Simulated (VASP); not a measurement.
OSZICAR of a VASP run on CdSe (zinc blende):

File OSZICAR:
```
       N       E                     dE             d eps       ncg     rms          rms(c)
DAV:   1     0.115077515785E+03    0.11508E+03   -0.89097E+03  1222   0.122E+03
DAV:   2     0.432479556988E+01   -0.11075E+03   -0.10617E+03  1402   0.289E+02
DAV:   3    -0.680080856066E+00   -0.50049E+01   -0.49870E+01  1417   0.628E+01
DAV:   4    -0.710064506428E+00   -0.29984E-01   -0.29978E-01  1347   0.488E+00
DAV:   5    -0.710260553331E+00   -0.19605E-03   -0.19604E-03  1417   0.369E-01    0.489E+00
DAV:   6    -0.248970338392E+00    0.46129E+00   -0.91174E-01  1321   0.105E+01    0.390E+00
DAV:   7    -0.235533115784E+00    0.13437E-01   -0.15745E-01  1302   0.294E+00    0.181E+00
DAV:   8    -0.235737751636E+00   -0.20464E-03   -0.11239E-02  1302   0.146E+00    0.235E-01
DAV:   9    -0.235797662572E+00   -0.59911E-04   -0.19016E-03  1332   0.564E-01    0.468E-02
DAV:  10    -0.235824617160E+00   -0.26955E-04   -0.19432E-04  1347   0.188E-01    0.375E-02
DAV:  11    -0.235839656534E+00   -0.15039E-04   -0.46341E-05  1252   0.723E-02    0.810E-03
DAV:  12    -0.235838060496E+00    0.15960E-05   -0.39442E-06  1372   0.185E-02    0.200E-03
DAV:  13    -0.235837837951E+00    0.22254E-06   -0.35632E-07  1307   0.497E-03    0.101E-03
DAV:  14    -0.235837839932E+00   -0.19809E-08   -0.11755E-08   661   0.149E-03
   1 F= -.23583784E+00 E0= -.23593150E+00  d E =0.280985E-03
```

Q: Which electronic solver shows in the log?

A: It is blocked Davidson (ALGO = Normal, or the opening steps of other solvers). The INCAR had ALGO = Normal.

Q: Can the final energy be trusted as converged?

A: The calculation finished and met its thresholds. It stopped with EDIFF = 1E-7, NELM = 100 (vdW-DF2, plane waves, VASP's PBE PAW potentials (set 64)).

The compound is CdSe in the zinc blende structure, whereas wurtzite is the usual form. This cell is one point of a volume scan, at 0.97 of the reference volume.
